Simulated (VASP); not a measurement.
# What goes wrong when the gap of Ga2O3 is computed with a bad input, part 2 of 2

Some runs for the gap of Ga2O3 get a fault in the input on purpose. Which of them show, and how? The starting structure is a measured crystal structure from the Crystallography Open Database. The atoms were first relaxed with LDA in that cell, in a run that isn't shown, and the relaxed structure is the one below.

VASP 6.6.1.

Results so far: reference 2.325 eV; a k mesh far too coarse and no band path 2.035 eV.

## 4. Bands with a cutoff far too low

Level of this step: LDA; plane waves and PAW (Ga_d, O) (VASP).

A slip made on purpose: a cutoff far too low. Against step 2 the input has ENCUT = 180 (also changed: NELM).

INCAR

```
SYSTEM = Ga2O3
PREC = Accurate
ENCUT = 180
EDIFF = 1E-06
NELM = 60
ISMEAR = 0
SIGMA = 0.03
LREAL = .FALSE.
ALGO = Normal
GGA = CA
NBANDS = 68
LORBIT = 11
LWAVE = .FALSE.
LCHARG = .FALSE.
KPAR = 16
LASPH = .TRUE.
```

POSCAR

```
Ga2O3
1.0
    0.0000000000      3.0371000000      0.0000000000
   -1.3859888959      0.0000000000      5.6300087380
    6.1070000000     -1.5185500000      0.0000000000
Ga O
4 6
Direct
    0.3413603849      0.6854510071      0.6827207697
    0.6586396151      0.3145489929      0.3172792303
    0.9093497896      0.2052141539      0.8186995792
    0.0906502104      0.7947858461      0.1813004208
    0.5037887308      0.7433860536      0.0075774615
    0.4962112692      0.2566139464      0.9924225385
    0.8265626630      0.4372419755      0.6531253260
    0.1734373370      0.5627580245      0.3468746740
    0.8355588976      0.8902747405      0.6711177952
    0.1644411024      0.1097252595      0.3288822048
```

KPOINTS

```
Automatic mesh
0
Gamma
8 4 8
0 0 0
```

KPOINTS_OPT

```
Line mode
8
Line-mode
Reciprocal
  0.50000000   0.00000000   0.00000000 X
  0.00000000   0.00000000   0.00000000 GAMMA

  0.00000000   0.00000000   0.00000000 GAMMA
  0.00000000  -0.50000000   0.00000000 Y

  0.50000000  -0.50000000   0.00000000 L
  0.00000000   0.00000000   0.00000000 GAMMA

  0.00000000   0.00000000   0.00000000 GAMMA
  0.00000000   0.50000000  -0.50000000 Z

  0.50000000   0.50000000  -0.50000000 N
  0.00000000   0.00000000   0.00000000 GAMMA

  0.00000000   0.00000000   0.00000000 GAMMA
  0.00000000   0.00000000  -0.50000000 M

  0.50000000   0.00000000  -0.50000000 R
  0.00000000   0.00000000   0.00000000 GAMMA
```

Potentials, in the order of the species: Ga_d and O (LDA family, release 64).

Run with:

```console
> mpirun -np 16 vasp_std
```

Log:

```text
[banner, memory and clock lines left out]
running   16 mpi-ranks, on    1 nodes
[...]
[... a notice as in an earlier step ...]

 LDA part: xc-table for (Slater(with rela. corr.)+CA(PZ))
 , standard interpolation
 POSCAR, INCAR and KPOINTS ok, starting setup
[...]
entering main loop
       N       E                     dE             d eps       ncg     rms          rms(c)
DAV:   1     0.534516607027E+03    0.53452E+03   -0.19908E+04 12288   0.988E+02
DAV:   2    -0.400701605763E+01   -0.53852E+03   -0.49445E+03 11304   0.298E+02
DAV:   3    -0.700726972997E+02   -0.66066E+02   -0.64725E+02 12800   0.960E+01
DAV:   4    -0.718427168443E+02   -0.17700E+01   -0.17622E+01 11824   0.170E+01
[...]
DAV:  11    -0.655718401938E+02   -0.13755E-04   -0.20142E-04 12900   0.152E-01    0.212E-02
DAV:  12    -0.655718315345E+02    0.86592E-05   -0.70080E-05 11260   0.879E-02    0.529E-03
DAV:  13    -0.655718319361E+02   -0.40159E-06   -0.96367E-06 13180   0.315E-02
   1 F= -.65571832E+02 E0= -.65571832E+02  d E =-.100198E-31
 Start KPOINTS_OPT (optional k-point list driver)
k-point batch [1-56\56]
       N       E                     dE             ncg
DAV:   1     0.623086464574E+04   -0.38463E+05     8756
DAV:   2    -0.245506645051E+05   -0.30782E+05     8136
DAV:   3    -0.282611710796E+05   -0.37105E+04     9256
DAV:   4    -0.283602603739E+05   -0.99089E+02     8496
[...]
DAV:   8    -0.283621123068E+05   -0.57848E-04     6740
DAV:   9    -0.283621123087E+05   -0.18772E-05     5716
DAV:  10    -0.283621123089E+05   -0.15797E-06     4800
```

Run time: 65 s. Hardware: 16 MPI ranks of AMD EPYC 7R43, shared host; peak memory 3.6 GiB; 11 min of CPU time.

From OUTCAR (step 4):

```text
  Total     -222.6573634   -218.6194780   -222.6361596      0.0000000      0.0000000      0.7194804
  in kB    -3416.2650960  -3354.3112189  -3415.9397621      0.0000000      0.0000000     11.0390942
  external PRESSURE =   -3395.5053590 kB  Pullay stress =       0.0000000 kB

 POSITION                                       TOTAL-FORCE (eV/Angst)
 -----------------------------------------------------------------------------------
      3.21935      0.00000      3.85910        -0.221715      0.000000      0.077480
      1.50166      1.51855      1.77091         0.221715     -0.000000     -0.077480
      4.71537      1.51855      1.15536        -0.175696      0.000000      0.282488
      0.00564      0.00000      4.47465         0.175696      0.000000     -0.282488
     -0.98405      1.51855      4.18527        -0.663354      0.000000     -0.229198
      5.70506     -0.00000      1.44474         0.663354     -0.000000      0.229198
      3.38262      1.51855      2.46168        -1.066429     -0.000000      0.540414
      1.33839      0.00000      3.16833         1.066429      0.000000     -0.540414
      2.86461      1.51855      5.01225        -0.621414      0.000000     -0.871122
      1.85641     -0.00000      0.61775         0.621414      0.000000      0.871122
 -----------------------------------------------------------------------------------
    total drift:                               -0.000000      0.000000      0.000000

  FREE ENERGIE OF THE ION-ELECTRON SYSTEM (eV)
  ---------------------------------------------------
  free  energy   TOTEN  =       -65.5718319361 eV

  energy  without entropy=      -65.5718319361  energy(sigma->0) =      -65.57183194

[... 1 part as in an earlier step ...]

[... 2 further parts left out ...]
[key lines of the parts left out:]
E-fermi :   4.0291
```

With a cutoff far too low the gap is 1.442 eV, -0.884 eV from the reference.

## 5. Bands with no empty bands

A slip made on purpose: no empty bands. Against step 2 the input has NBANDS = 44 and no band path (also changed: NELM).

INCAR: that of step 4 with these lines changed.

```diff
@@ -2,3 +2,3 @@
 PREC = Accurate
-ENCUT = 180
+ENCUT = 460
 EDIFF = 1E-06
@@ -10,3 +10,3 @@
 GGA = CA
-NBANDS = 68
+NBANDS = 44
 LORBIT = 11
```

POSCAR is that of step 4.

KPOINTS is that of step 4.

Run with:

```console
> mpirun -np 16 vasp_std
```

Log:

```text
[... set-up lines as in an earlier step ...]
 entering main loop
       N       E                     dE             d eps       ncg     rms          rms(c)
DAV:   1     0.130503887945E+04    0.13050E+04   -0.39217E+04  7308   0.340E+03
DAV:   2     0.218563091659E+03   -0.10865E+04   -0.10865E+04  7752   0.876E+02
DAV:   3    -0.460248838475E+02   -0.26459E+03   -0.26459E+03  7672   0.283E+02
DAV:   4    -0.753084491617E+02   -0.29284E+02   -0.29284E+02  8688   0.944E+01
[...]
DAV:  14    -0.682432542714E+02   -0.26174E-05   -0.11638E-04  7948   0.792E-02    0.868E-03
DAV:  15    -0.682432534730E+02    0.79844E-06   -0.14572E-05  8756   0.626E-02    0.587E-03
DAV:  16    -0.682432531461E+02    0.32687E-06   -0.51930E-06  5908   0.237E-02
 -----------------------------------------------------------------------------
|                                                                             |
|           W    W    AA    RRRRR   N    N  II  N    N   GGGG   !!!           |
|           W    W   A  A   R    R  NN   N  II  NN   N  G    G  !!!           |
|           W    W  A    A  R    R  N N  N  II  N N  N  G       !!!           |
|           W WW W  AAAAAA  RRRRR   N  N N  II  N  N N  G  GGG   !            |
|           WW  WW  A    A  R   R   N   NN  II  N   NN  G    G                |
|           W    W  A    A  R    R  N    N  II  N    N   GGGG   !!!           |
|                                                                             |
|     Your highest band is occupied at some k-points! Unless you are          |
|     performing a calculation for an insulator or semiconductor, without     |
|     unoccupied bands, you have included TOO FEW BANDS!! Please increase     |
|     the parameter NBANDS in file INCAR to ensure that the highest band      |
|     is unoccupied at all k-points. It is always recommended to include      |
|     a few unoccupied bands to accelerate the convergence of                 |
|     molecular-dynamics runs (even for insulators or semiconductors),        |
|     since the presence of unoccupied bands improves wavefunction            |
|     prediction and helps to suppress 'band-crossings'.                      |
|                                                                             |
 -----------------------------------------------------------------------------

   1 F= -.68243253E+02 E0= -.68243253E+02  d E =-.625954E-20
```

The job ended after 1.8 min (16 MPI ranks; peak memory 5.2 GiB; 19 min of CPU time).

From OUTCAR (step 5):

```text
  Total       -2.0535032     -2.1012171     -2.3673454      0.0000000      0.0000000      0.0642775
  in kB      -31.5072057    -32.2392873    -36.3225328      0.0000000      0.0000000      0.9862189
  external PRESSURE =     -33.3563419 kB  Pullay stress =       0.0000000 kB

 POSITION                                       TOTAL-FORCE (eV/Angst)
 -----------------------------------------------------------------------------------
      3.21935      0.00000      3.85910         0.002901      0.000000      0.003223
      1.50166      1.51855      1.77091        -0.002901     -0.000000     -0.003223
      4.71537      1.51855      1.15536        -0.001272      0.000000     -0.013134
      0.00564      0.00000      4.47465         0.001272      0.000000      0.013134
     -0.98405      1.51855      4.18527         0.009194      0.000000     -0.000171
      5.70506     -0.00000      1.44474        -0.009194     -0.000000      0.000171
      3.38262      1.51855      2.46168         0.006247     -0.000000     -0.001931
      1.33839      0.00000      3.16833        -0.006247      0.000000      0.001931
      2.86461      1.51855      5.01225         0.002649      0.000000      0.003685
      1.85641     -0.00000      0.61775        -0.002649      0.000000     -0.003685
 -----------------------------------------------------------------------------------
    total drift:                               -0.000000      0.000000      0.000000

  FREE ENERGIE OF THE ION-ELECTRON SYSTEM (eV)
  ---------------------------------------------------
  free  energy   TOTEN  =       -68.2432531461 eV

  energy  without entropy=      -68.2432531461  energy(sigma->0) =      -68.24325315

[... 1 part as in an earlier step ...]

[... 2 further parts left out ...]
[key lines of the parts left out:]
E-fermi :   3.8133
```

The run converges, yet it holds no empty band, so no gap can be read from it.

## 6. Bands with a hybrid's name typed into the meta-GGA tag

A slip made on purpose: a hybrid's name typed into the meta-GGA tag. Against step 2 the input has METAGGA = HSE06 and no GGA (also changed: NELM).

INCAR: that of step 5 with these lines changed.

```diff
@@ -9,4 +9,3 @@
 ALGO = Normal
-GGA = CA
-NBANDS = 44
+NBANDS = 68
 LORBIT = 11
@@ -16 +15,2 @@
 LASPH = .TRUE.
+METAGGA = HSE06
```

POSCAR is that of step 5.

KPOINTS is that of step 5.

KPOINTS_OPT is that of step 4.

Run with:

```console
> mpirun -np 16 vasp_std
```

Log:

```text
[banner, memory and clock lines left out]
running   16 mpi-ranks, on    1 nodes
[...]
|                                                                             |
|           W    W    AA    RRRRR   N    N  II  N    N   GGGG   !!!           |
|           W    W   A  A   R    R  NN   N  II  NN   N  G    G  !!!           |
|           W    W  A    A  R    R  N N  N  II  N N  N  G       !!!           |
|           W WW W  AAAAAA  RRRRR   N  N N  II  N  N N  G  GGG   !            |
|           WW  WW  A    A  R   R   N   NN  II  N   NN  G    G                |
|           W    W  A    A  R    R  N    N  II  N    N   GGGG   !!!           |
|                                                                             |
|     For optimal performance we recommend to set                             |
|       NCORE = 2 up to number-of-cores-per-socket                            |
|     NCORE specifies how many cores store one orbital (NPAR=cpu/NCORE).      |
|     This setting can greatly improve the performance of VASP for DFT.       |
[...]
|     calculations (for HF NCORE is supported but not extensively tested      |
|     yet).                                                                   |
|                                                                             |

|                                                                             |
|     EEEEEEE  RRRRRR   RRRRRR   OOOOOOO  RRRRRR      ###     ###     ###     |
|     E        R     R  R     R  O     O  R     R     ###     ###     ###     |
|     E        R     R  R     R  O     O  R     R     ###     ###     ###     |
|     EEEEE    RRRRRR   RRRRRR   O     O  RRRRRR       #       #       #      |
|     E        R   R    R   R    O     O  R   R                               |
|     E        R    R   R    R   O     O  R    R      ###     ###     ###     |
|     EEEEEEE  R     R  R     R  OOOOOOO  R     R     ###     ###     ###     |
|                                                                             |
|     Error: One of the selected functionals does not exist.                  |
|                                                                             |
|       ---->  I REFUSE TO CONTINUE WITH THIS SICK JOB ... BYE!!! <----       |
|                                                                             |

1
1
1
1
1
1
1
1
1
1
1
1
1
1
1
1
```

Wall time 9.2 s (16 MPI ranks).

VASP stopped with this message: “Error: One of the selected functionals does not exist”.

## 7. Comparison

| run | ended | gap (eV) | change (eV) | core minutes |
| --- | --- | --- | --- | --- |
| reference | converged | 2.325 | - | 43.8 |
| a k mesh far too coarse and no band path | converged | 2.035 | -0.29 | 1.92 |
| a cutoff far too low | converged | 1.442 | -0.884 | 17.4 |
| no empty bands | converged | - | - | 29.4 |
| a hybrid's name typed into the meta-GGA tag | stopped by VASP | - | - | 2.45 |

Core minutes are wall time times ranks of the run shown, on a shared host.

## 8. Summary of results

```yaml
reference_gap: 2.325 eV
gap_with_a_k_mesh_far_too_coarse_and_no_band_path: 2.035 eV
gap_with_a_cutoff_far_too_low: 1.442 eV
run_with_no_empty_bands: converged
run_with_a_hybrid_s_name_typed_into_the_meta_gga_tag: stopped by VASP
```

**Reading.** VASP stopped by itself in the run with a hybrid's name typed into the meta-GGA tag. The run without empty bands converged, and still can't show a gap. Finished, but with signs in the output that stand out against the reference: a k mesh far too coarse and no band path, with the gap changed by -0.29 eV (signs: a stress of up to 20.6 GPa and forces of up to 1.51 eV/Å); a cutoff far too low, with the gap changed by -0.88 eV (signs: a stress of up to 341.6 GPa and forces of up to 1.20 eV/Å). Further runs on this material are not shown.

[Lines on the potential files, build, host, timing and source positions are cut from VASP's logs without a mark.]

[Logs are printed without paths, hosts, clocks, repeated set-up lines and the standing remarks that a program may print on its own settings, such as how far it seeks lower states.]

[Hosts, paths, dates, database ids (printed as entryN), source tags and the programs' standing remarks are cut or masked in the printed files.]
